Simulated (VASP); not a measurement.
OSZICAR of a VASP run on BP (zinc blende):

File OSZICAR:
```
       N       E                     dE             d eps       ncg     rms          rms(c)
DAV:   1     0.138416836745E+02    0.13842E+02   -0.48074E+03   752   0.106E+03
DAV:   2    -0.134579666731E+02   -0.27300E+02   -0.25890E+02  1176   0.125E+02
DAV:   3    -0.137310494310E+02   -0.27308E+00   -0.27308E+00   888   0.164E+01
DAV:   4    -0.137316697857E+02   -0.62035E-03   -0.62035E-03  1240   0.799E-01
DAV:   5    -0.137316700111E+02   -0.22536E-06   -0.22536E-06   888   0.120E-02    0.827E+00
DAV:   6    -0.129351008782E+02    0.79657E+00   -0.19767E+00   856   0.814E+00    0.447E+00
DAV:   7    -0.128110071664E+02    0.12409E+00   -0.37779E-01  1144   0.378E+00    0.143E+00
DAV:   8    -0.128020328947E+02    0.89743E-02   -0.31047E-02   792   0.127E+00    0.253E-01
DAV:   9    -0.128023335196E+02   -0.30062E-03   -0.47354E-04  1128   0.213E-01    0.154E-01
DAV:  10    -0.128025129211E+02   -0.17940E-03   -0.25344E-04   840   0.129E-01    0.258E-02
DAV:  11    -0.128025232391E+02   -0.10318E-04   -0.12313E-05  1088   0.316E-02    0.363E-02
DAV:  12    -0.128025239758E+02   -0.73669E-06   -0.27853E-06   784   0.116E-02
   1 F= -.10152508E+02 E0= -.10152508E+02  d E =-.101525E+02
```

Which electronic solver shows in the log?

It is blocked Davidson (ALGO = Normal, or the opening steps of other solvers). The INCAR had ALGO = Normal.

Can the final energy be trusted as converged?

The calculation finished and met its thresholds. It stopped with EDIFF = 1E-6, NELM = 100, NSW = 40 and EDIFFG = -0.02 after 1 ionic step (PBE GGA, plane waves, VASP's PBE PAW potentials (set 64)).

The compound is BP in the zinc blende structure. It was relaxed first under an external pressure of 20 GPa.
